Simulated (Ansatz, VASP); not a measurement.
# LiCaF3: VASP beside Ansatz

One calculation is typed for both programs; each brings its own data sets. How far apart do they land? Of the first pair: The cell is taken from a series of runs on this material, whose earlier steps may have relaxed, scaled, displaced or heated it; both programs get it as it stands.

Main program and level: Ansatz 0.2.0; plane waves, with VASP 6.6.1 beside it; relaxation of cell and atoms at PBE with D3(BJ).

## Step 1: Set-up

The structure is cubic, space group Pm-3m (No. 221). Conventional cell: a = 3.720 Å, b = 3.720 Å, c = 3.720 Å, α = 90.00°, β = 90.00°, γ = 90.00°. Nearest to Li lie 6 F at 1.86 Å. Ca has 12 F at 2.63 Å nearest. F has 2 Li at 1.86 Å and 4 Ca at 2.63 Å nearest. Farther neighbours and most contacts between anions are not listed.

## Step 2: Ansatz: relaxation of cell and atoms, PBE with D3(BJ), pair 1

Ansatz runs on its default PAW (the set named soft_2) files.

The relaxed volume is the usual yardstick between codes: in a stiff, nearly cubic crystal its relative difference is about their pressure difference at one cell divided by the bulk modulus.

input.yaml

```yaml
crystal:
  lattice:
    - [3.7200936668, 0.0, 0.0]
    - [0.0, 3.7200936668, 0.0]
    - [0.0, 0.0, 3.7200936668]
  atoms:
    - { symbol: Li, position: [0.5, 0.5, 0.5] }
    - { symbol: Ca, position: [0.0, 0.0, 0.0] }
    - { symbol: F, position: [0.0, 0.5, 0.5] }
    - { symbol: F, position: [0.5, 0.5, 0.0] }
    - { symbol: F, position: [0.5, 0.0, 0.5] }
kpoints:
  mp_grid: { grid: [8, 8, 8] }
hamiltonian:
  xc: pbe
  dispersion: d3bj
scf:
  occupations: { method: fixed }
output:
  forces: true
  stress: true
  eigenvalues: true
relax:
  adjacent_minimum: "off"
  f_tol: 0.001
  max_steps: 60
  cell: { stress_tol: 0.01 }
```

Command:

```
$ ansatz run input.yaml --threads 4 --pin off --max-ram 7168MiB --backend cpu --events-out ev --progress --plain --runs-dir out
```

Numbers of over 12 decimals in the logs are rounded to 6 here.

Output:

```text
Engine: ansatz 0.2.0, aarch64-unknown-linux-gnu
Pseudopotentials: kind: paw
Pseudopotential: Li, paw, valence charge 3, recommended cutoff 420 eV (normal), Li.paw.azcp
Pseudopotential: Ca, paw, valence charge 10, recommended cutoff 420 eV (normal), Ca.paw.azcp
Pseudopotential: F, paw, valence charge 7, recommended cutoff 420 eV (normal), F.paw.azcp
Functional definition: PBE
  parameter kappa = 0.804
  parameter beta = 0.066725
  exchange = pbe_x(kappa = kappa, mu = beta*pi^2/3)
  correlation = pbe_c(beta = beta)
Crystal: 5 atoms, lattice volume = 51.483 Å³
Basis set: ecut = 420 eV, 1021 PW (Γ), exchange–correlation on 50×50×50 points (8 copies of the dense FFT grid, shifted against one another)
Bands: 22, of which v1, the nominal top of the filled ones, is band 17 counted from 1 (16 counted from 0)
Symmetry: 48 space group operations
Space group: Pm-3m (ITA 221), of the structure as read, at distance tolerance 3.7e-5 Å
k-points: 35 of 512
Non-local potential: Li, projectors of the file, l = 0: 3, l = 1: 2, l = 2: 1
Non-local potential: Ca, projectors of the file, l = 0: 3, l = 1: 2, l = 2: 2
Non-local potential: F, projectors of the file, l = 0: 2, l = 1: 2, l = 2: 1
PAW form: soft (Blöchl's): semilocal exchange-correlation on the pseudo side does not see the compensation charge
PAW one-centre angular grid: Li, 110 points (default); XC on 64 Gauss nodes
PAW one-centre angular grid: Ca, 110 points (default); XC on 64 Gauss nodes
PAW one-centre angular grid: F, 110 points (default); XC on 64 Gauss nodes
Initial density: superposition of atomic densities (neutral atoms: chi_scale 0, normalization atom), corrected by the library's trained network
Initial wavefunctions: pseudopotential atomic-orbital guess
Functional: x = pbe(κ = 0.804, μ = 0.219515), c = pbe(β = 0.066725)
SCF iter   1: F=—  HF=-4455.953875 eV  |F-HF|=—  |Δ(HF+E_count)|=         —  Δρ=1.89e-3  dr2=1.01e-3  ethr=1.77e-3  ⟨swp⟩=4.6  Hψ=3554  notcnv=0  defer=78
preconditioner: auto → Resta (q_TF=auto, 2.546 Å⁻¹)  ε∞=3.8  [insulator: Δε(μ)=6.535 eV  Ē_g=16.814 eV  n_scr=18 (ndim 8)  ℏωp=28.3 eV  f_vac=0.005  ε∞_Penn≈3.8]
SCF iter   2: F=—  HF=-4455.953882 eV  |F-HF|=—  |Δ(HF+E_count)|=   6.26e-6  Δρ=9.79e-4  dr2=5.57e-4  ethr=2.96e-6  ⟨swp⟩=2.1  Hψ=1396  notcnv=0  defer=102
SCF iter   3: F=—  HF=-4455.953964 eV  |F-HF|=—  |Δ(HF+E_count)|=   8.22e-5  Δρ=7.84e-4  dr2=1.97e-4  ethr=1.64e-6  ⟨swp⟩=2.1  Hψ=1336  notcnv=0  defer=101
SCF iter   4: F=—  HF=-4455.953913 eV  |F-HF|=—  |Δ(HF+E_count)|=   5.07e-5  Δρ=1.96e-4  dr2=1.84e-5  ethr=5.78e-7  ⟨swp⟩=2.0  Hψ=1326  notcnv=0  defer=65
SCF iter   5: F=—  HF=-4455.952680 eV  |F-HF|=—  |Δ(HF+E_count)|=   1.23e-3  Δρ=4.68e-5  dr2=1.42e-6  ethr=5.41e-8  ⟨swp⟩=2.0  Hψ=1333  notcnv=0  defer=43
SCF iter   6: F=-4455.952680 eV  HF=-4455.952680 eV  |F-HF|=3.86e-8  |Δ(HF+E_count)|=   6.30e-7  Δρ=1.11e-5  dr2=5.90e-8  ethr=2.94e-10  ⟨swp⟩=8.5  Hψ=4349  notcnv=0
SCF 1 converged in 6 iterations: F = -4455.952680 eV  dr2 = 5.90e-8
  greatest PAW one-centre occupation: 1.000 electrons in one spin orbital (limit 2), on the Li atom at site 0 (counted from 0), in its partial waves of l = 0
relax step   1: F+E_penalty+E_count = -4455.95268029 eV  Δ(F+E_penalty+E_count) = +0.000e0 eV  max|allowed force component| = 2.148e-29 eV/Å  Δτ_max = 0.0000 Å  P = -0.011 GPa  Ω = 51.483 Å³  (6 SCF iters, dr2 threshold 1.00e-7 eV, accepted)
[...]
relax step   2: F+E_penalty+E_count = -4455.95269680 eV  Δ(F+E_penalty+E_count) = -1.650e-5 eV  max|allowed force component| = 1.231e-29 eV/Å  Δτ_max = 0.0000 Å  P = -0.004 GPa  Ω = 51.479 Å³  energy of the carried Pulay correction = +1.631e-5 eV  (6 SCF iters, dr2 threshold 3.24e-10 eV, accepted)
[...]
relax step   3: F+E_penalty+E_count = -4455.95269680 eV  Δ(F+E_penalty+E_count) = -3.183e-11 eV  max|allowed force component| = 9.309e-30 eV/Å  Δτ_max = 0.0000 Å  P = -0.005 GPa  Ω = 51.479 Å³  stress off target by 4.98e-3 GPa  SCF on the basis re-selected at this cell (its energy is not comparable with the rows above)  (10 SCF iters)
basis re-selected at this cell: Δ(F+E_penalty+E_count) = -3.183e-11 eV, ΔP = -0.001 GPa vs the last step (what re-selecting the basis moved, of the pressure what is left beyond the Pulay correction that the steps carried, after the strain that the cell walked since its last selection, with what the two solves' SCF thresholds leave and, on support functions, any second-order correction that the steps lacked; it is no  [...]
SCF converged after 10 iterations
Free energy (F): -4455.952697 eV
Harris-Foulkes:  -4455.952697 eV  (|F-HF|=2.73e-12)
Internal energy: -4455.952697 eV  (E = F + TS)
E sigma→0 (E₀):  -4455.952697 eV
Fermi energy:    4.331882 eV
--- Per-component energies (eV) ---
  E_band       = -263.873412
  E_kinetic    = 924.389568
  E_local      = -2194.379287  (includes V_loc(G=0)·N_el)
  E_nonlocal   = 250.491191
  E_hartree    = 763.919368
  E_xc         = -390.870620
  E_vxc        = -496.454817  (∫ρ·V_xc dr)
  E_paw        = -1481.306502  (= ΣΔE_a)
  E_vpaw       = -275.765021  (= ΣTr[D̂ρ^β])
  E_aug_tail   = 0.006218  (compensation charges beyond the density's cutoff)
  E_ewald      = -2327.305545
  E_disp       = -0.897088  (pairwise vdW)
  E_smearing   = -0.000000  (= −TS)
  E_closure    = -0.000000  (closes the sum)
  Σ components = -4455.952697   (vs F -4455.952697, Δ=0.00e0)
--- Forces (eV/Å), atoms counted from 1 ---
  atom   1  Li     0.00000000    -0.00000000     0.00000000
  atom   2  Ca     0.00000000    -0.00000000    -0.00000000
  atom   3  F      0.00000000     0.00000000     0.00000000
  atom   4  F     -0.00000000    -0.00000000     0.00000000
  atom   5  F     -0.00000000     0.00000000     0.00000000
  max |Σ_I F_I| component: 1.40e-29 eV/Å
--- Stress (GPa, compression-positive) ---
       -0.004981      -0.000000      -0.000000
       -0.000000      -0.004981       0.000000
       -0.000000       0.000000      -0.004981
  P = ⅓ Tr σ = -0.0050 GPa (-0.050 kbar)
--- Band table (eV; the first three rows and the last of 35) ---
  k-point 0: bands = [... 13 lower, 3.4745, 4.2156, 4.2156, 4.2156, 10.8942, 10.8942, 11.4632, 12.5407, ... 1 higher]
  k-point 1: bands = [... 13 lower, 3.4221, 4.0654, 4.1689, 4.1689, 11.0618, 11.0661, 11.7852, 12.5623, ... 1 higher]
  k-point 2: bands = [... 13 lower, 3.2928, 3.7061, 4.0557, 4.0557, 11.4596, 11.4926, 12.6153, 12.6805, ... 1 higher]
  k-point 34: bands = [... 13 lower, 4.2043, 4.3319, 4.3319, 4.3319, 11.9420, 11.9420, 11.9420, 13.3704, ... 1 higher]
--- Relaxed structure (2 steps of the walk, 2 accepted, 1 SCFs on fresh bases) ---
  F+E_penalty+E_count = -4455.95269680 eV   max|allowed force component| = 9.309e-30 eV/Å   (the final SCF, on the basis selected at the relaxed cell)
  cell:  # Å, volume = 51.4790 Å³
    - [3.720004, 0, 0]
    - [0, 3.720004, 0.0]
    - [0, 0.0, 3.720004]
  atoms:
    - { symbol: Li, position: [0.5, 0.5, 0.5] }
    - { symbol: Ca, position: [0, 0, 0] }
    - { symbol: F, position: [0, 0.5, 0.5] }
    - { symbol: F, position: [0.5, 0.5, 0] }
    - { symbol: F, position: [0.5, 0, 0.5] }
```

Reading the cycles: dr2 is the Hartree energy of the density residual (eV), the measure of convergence; HF is the Harris–Foulkes estimate of the energy, which meets the free energy F at convergence.

## Step 3: VASP: relaxation of cell and atoms, PBE with D3(BJ), pair 1

The same cell, functional and mesh now go to VASP, with its own data sets.

Lines of VASP's logs that name or quote its potential files are left out, and so is its time.

INCAR

```
SYSTEM = LiCaF3
PREC = Accurate
ENCUT = 750
EDIFF = 1E-07
NELM = 120
ISMEAR = 0
SIGMA = 0.01
LREAL = .FALSE.
ALGO = Normal
GGA = PE
IVDW = 12
NBANDS = 23
LORBIT = 11
LWAVE = .FALSE.
LCHARG = .FALSE.
ISIF = 3
IBRION = 2
NSW = 80
EDIFFG = -0.005
LASPH = .TRUE.
GGA_COMPAT = .FALSE.
NELMIN = 4
EFERMI = MIDGAP
KPAR = 2
```

POSCAR

```
LiCaF3
1.0
    3.7200940000      0.0000000000      0.0000000000
    0.0000000000      3.7200940000      0.0000000000
    0.0000000000      0.0000000000      3.7200940000
Li Ca F
1 1 3
Direct
    0.5000000000      0.5000000000      0.5000000000
    0.0000000000      0.0000000000      0.0000000000
    0.0000000000      0.5000000000      0.5000000000
    0.5000000000      0.5000000000      0.0000000000
    0.5000000000      0.0000000000      0.5000000000
```

KPOINTS

```
Automatic mesh
0
Gamma
8 8 8
0 0 0
```

The projector-augmented-wave data sets are Li_sv, Ca_sv and F (PBE family, release 64).

Command:

```
$ mpirun -np 2 vasp_std
```

Output:

```text
[banner, memory and clock lines left out]
running    2 mpi-ranks, on    1 nodes
 distrk:  each k-point on    1 cores,    2 groups
 distr:  one band on    1 cores,    1 groups

 POSCAR found type information on POSCAR LiCaF
 POSCAR found :  3 types and       5 ions
 LDA part: xc-table for (Slater+PW92), standard interpolation
 POSCAR, INCAR and KPOINTS ok, starting setup
 FFT: planning ... GRIDC
 FFT: planning ... GRID_SOFT
 FFT: planning ... GRID
 WAVECAR not read
 entering main loop
       N       E                     dE             d eps       ncg     rms          rms(c)
DAV:   1     0.383378251594E+03    0.38338E+03   -0.23322E+04  1610   0.207E+03
DAV:   2    -0.221961081157E+01   -0.38560E+03   -0.37099E+03  1960   0.489E+02
DAV:   3    -0.256443097074E+02   -0.23425E+02   -0.23332E+02  1934   0.122E+02
DAV:   4    -0.283171043903E+02   -0.26728E+01   -0.26703E+01  3064   0.226E+01
DAV:   5    -0.283343670170E+02   -0.17263E-01   -0.17263E-01  1764   0.242E+00    0.949E+00
DAV:   6    -0.261923497412E+02    0.21420E+01   -0.79023E+00  1862   0.185E+01    0.350E+00
DAV:   7    -0.261304188355E+02    0.61931E-01   -0.38200E-01  2488   0.414E+00    0.197E+00
DAV:   8    -0.260914290396E+02    0.38990E-01   -0.12273E-01  2064   0.328E+00    0.299E-01
DAV:   9    -0.260908892422E+02    0.53980E-03   -0.23975E-02  2487   0.116E+00    0.189E-01
DAV:  10    -0.260914982460E+02   -0.60900E-03   -0.50339E-03  1874   0.646E-01    0.889E-02
DAV:  11    -0.260913637161E+02    0.13453E-03   -0.70970E-04  2006   0.267E-01    0.156E-02
DAV:  12    -0.260913676616E+02   -0.39454E-05   -0.55149E-05  2229   0.581E-02    0.543E-03
DAV:  13    -0.260913688167E+02   -0.11551E-05   -0.19161E-06  2291   0.114E-02    0.261E-03
DAV:  14    -0.260913691650E+02   -0.34831E-06   -0.46448E-07  1729   0.756E-03    0.647E-04
DAV:  15    -0.260913691691E+02   -0.40523E-08   -0.86625E-08  1425   0.246E-03
   1 F= -.26988175E+02 E0= -.26988175E+02  d E =-.269882E+02
 curvature:   0.00 expect dE= 0.000E+00 dE for cont linesearch  0.000E+00
 trial: gam= 0.00000 g(F)=  0.000E+00 g(S)=  0.101E-03 ort = 0.000E+00 (trialstep = 0.100E+01)
 search vector abs. value=  0.101E-03
 bond charge predicted
       N       E                     dE             d eps       ncg     rms          rms(c)
DAV:   1    -0.260908077945E+02    0.56137E-03   -0.19856E-02  2002   0.119E+00    0.236E-01
DAV:   2    -0.260899664495E+02    0.84134E-03   -0.36987E-03  1813   0.439E-01    0.551E-02
DAV:   3    -0.260899072201E+02    0.59229E-04   -0.13808E-04  2493   0.115E-01    0.254E-02
DAV:   4    -0.260898978285E+02    0.93916E-05   -0.55017E-05  2876   0.508E-02    0.840E-03
DAV:   5    -0.260899004412E+02   -0.26127E-05   -0.26534E-06  2054   0.152E-02    0.375E-03
DAV:   6    -0.260899024007E+02   -0.19595E-05   -0.13795E-06  2868   0.690E-03    0.630E-04
DAV:   7    -0.260899022135E+02    0.18719E-06   -0.65164E-08  1466   0.211E-03    0.376E-04
DAV:   8    -0.260899023220E+02   -0.10847E-06   -0.10174E-08   987   0.780E-04    0.679E-05
DAV:   9    -0.260899023243E+02   -0.23342E-08   -0.38058E-09   889   0.384E-04
   2 F= -.26988236E+02 E0= -.26988236E+02  d E =-.612296E-04
 trial-energy change:   -0.000061  1 .order   -0.000061   -0.000101   -0.000021
 step:   1.2586(harm=  1.2586)  dis= 0.00000  next Energy=   -26.988239 (dE=-0.637E-04)
 reached required accuracy - stopping structural energy minimisation
```

OUTCAR, selected parts (step 3):

```text
ion  position               nearest neighbor table
   1  0.500  0.500  0.500-   3 1.86   4 1.86   5 1.86   4 1.86   5 1.86   3 1.86
   2  0.000  0.000  0.000-
   3  0.000  0.500  0.500-   1 1.86   1 1.86
   4  0.500  0.500  0.000-   1 1.86   1 1.86
   5  0.500  0.000  0.500-   1 1.86   1 1.86

  LATTYP: Found a simple cubic cell.
 ALAT       =     3.7200940000

 Subroutine GETGRP returns: Found 48 space group operations
 (whereof 48 operations were pure point group operations)

The static configuration has the point symmetry O_h .

 Found     35 irreducible k-points:

   k-points           NKPTS =     35   k-points in BZ     NKDIM =     35   number of bands    NBANDS=     23

   dimension x,y,z NGX =    36 NGY =   36 NGZ =   36
   dimension x,y,z NGXF=    72 NGYF=   72 NGZF=   72

   ENCUT  =  750.0 eV  55.12 Ry    7.42 a.u.   8.31  8.31  8.31*2*pi/ulx,y,z

   NELECT =      34.0000    total number of electrons

 k-points in reciprocal lattice and weights: Automatic mesh
   0.00000000  0.00000000  0.00000000       0.002
   0.12500000  0.00000000  0.00000000       0.012
   0.25000000  0.00000000  0.00000000       0.012
   0.37500000  0.00000000  0.00000000       0.012
   0.50000000  0.00000000  0.00000000       0.006
   0.12500000  0.12500000  0.00000000       0.023
   0.25000000  0.12500000  0.00000000       0.047
   0.37500000  0.12500000  0.00000000       0.047
   0.50000000  0.12500000  0.00000000       0.023
[...]
0.50000000  0.50000000  0.37500000       0.012
   0.50000000  0.50000000  0.50000000       0.002

 Edisp (eV)   -0.89681

 average (electrostatic) potential at core
       1 -58.9060       2 -46.2694       3 -75.7470       4 -75.7470       5 -75.7470

 E-fermi :   3.5765

 k-point     1 :       0.0000    0.0000    0.0000
  band No.  band energies     occupation
    ...
     13      -0.5642      2.00000
     14      -0.5642      2.00000
     15       0.1784      2.00000
     16       0.1784      2.00000
     17       0.1784      2.00000
     18       6.8596      0.00000
     19       6.8596      0.00000
     20       7.4229      0.00000
     21       8.5150      0.00000
     22       8.5150      0.00000
    ...

 k-point     2 :       0.1250    0.0000    0.0000
  band No.  band energies     occupation
    ...
     13      -0.6173      2.00000
     14      -0.6173      2.00000
     15       0.0278      2.00000
     16       0.1315      2.00000
     17       0.1315      2.00000
     18       7.0284      0.00000
     19       7.0326      0.00000
     20       7.7453      0.00000
     21       8.5369      0.00000
     22       8.6312      0.00000
    ...

 k-point     3 :       0.2500    0.0000    0.0000
  band No.  band energies     occupation
    ...
     13      -0.7475      2.00000
     14      -0.7475      2.00000
     15      -0.3331      2.00000
     16       0.0177      2.00000
     17       0.0177      2.00000
     18       7.4288      0.00000
     19       7.4614      0.00000
     20       8.5905      0.00000
     21       8.6416      0.00000
     22       8.9129      0.00000
    ...

 Edisp (eV)   -0.89833

  Total      -0.01215    -0.01215    -0.01215     0.00000    -0.00000     0.00000
  in kB      -0.37878    -0.37878    -0.37878     0.00000    -0.00000     0.00000
  external pressure =       -0.38 kB  Pullay stress =        0.00 kB

  energy-cutoff  :      750.00
  volume of cell :       51.39
      direct lattice vectors                 reciprocal lattice vectors
     3.717971164  0.000000000  0.000000000     0.268963893 -0.000000000  0.000000000
     0.000000000  3.717971164  0.000000000    -0.000000000  0.268963893  0.000000000
    -0.000000000 -0.000000000  3.717971164    -0.000000000 -0.000000000  0.268963893

 POSITION                                       TOTAL-FORCE (eV/Angst)
 -----------------------------------------------------------------------------------
      1.85899      1.85899      1.85899        -0.000000      0.000000      0.000000
      0.00000      0.00000      0.00000        -0.000000      0.000000      0.000000
      0.00000      1.85899      1.85899         0.000000     -0.000000      0.000000
      1.85899      1.85899      0.00000        -0.000000      0.000000      0.000000
      1.85899     -0.00000      1.85899        -0.000000     -0.000000      0.000000
 -----------------------------------------------------------------------------------
    total drift:                                0.000000      0.000000      0.000000

  FREE ENERGIE OF THE ION-ELECTRON SYSTEM (eV)
  ---------------------------------------------------
  free  energy   TOTEN  =       -26.9882361956 eV

  energy  without entropy=      -26.9882361956  energy(sigma->0) =      -26.98823620

 reached required accuracy - stopping structural energy minimisation

 total charge
# of ion       s       p       d       tot
------------------------------------------
    1        2.035   0.076   0.000   2.112
    2        2.007   5.845   0.148   8.000
    3        1.729   4.403   0.000   6.132
    4        1.729   4.403   0.000   6.132
    5        1.729   4.403   0.000   6.132
--------------------------------------------------
tot          9.230  19.131   0.148  28.510

[... 3 further parts left out ...]
```

## Step 4: Differences

Known differences besides the potentials themselves: fixed occupations in Ansatz, narrow Gaussian smearing in VASP; the cutoff is 420 eV in Ansatz and 750 eV in VASP; Ansatz adds a Pulay correction to the stress that steers its cell, VASP none. Total energies have different zeros and are not compared.

Both answers:

| quantity | Ansatz | VASP | difference |
| --- | --- | --- | --- |
| volume (Å³) | 51.48 | 51.39 | +0.16 % |
| edge a after relaxation, in the typed setting (Å) | 3.720 | 3.718 | +0.05 % |

(Part 1 of 2 ends here.)

[Lines on the potential files, build, host, timing and source positions are cut from VASP's logs without a mark.]

[Logs are printed without paths, hosts, clocks, repeated set-up lines and the standing remarks that a program may print on its own settings, such as how far it seeks lower states.]

[Hosts, paths, dates, database ids (printed as entryN), source tags and the programs' standing remarks are cut or masked in the printed files.]
